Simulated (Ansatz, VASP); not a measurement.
Two plane-wave programs on NbTe

```
Nb Te
1.0
     0.00000    2.95181    2.95181
     2.95181    0.00000    2.95181
     2.95181    2.95181    0.00000
Nb Te
1 1
Direct
  0.00000 0.00000 0.00000
  0.25000 0.25000 0.25000
```

Change from the starting cell: volume scaled by 0.88, PAW files.

Alike in both runs: task single point; functional LDA; k mesh 12 × 12 × 12; occupations fermi-dirac, width 0.1 eV; no spin polarisation.

|  | VASP | Ansatz |
| --- | --- | --- |
| version | VASP 6.6.1 | Ansatz 0.2.0 |
| potentials or method | VASP PAW LDA potentials, release 64 (Nb_sv, Te) | PAW with Ansatz's default frozen-core files, scalar-relativistic |
| plane-wave cutoff (eV) | 520 | 420 |
| valence electrons in the cell | 19 | 29 |

|  | VASP | Ansatz | Ansatz less VASP |
| --- | --- | --- | --- |
| pressure (GPa) | 13.7 | 13.7 | -0.03 |

The two sets of potentials don't hold the same shells in valence.

Spin-orbit coupling is left out, which matters for the levels of Te.
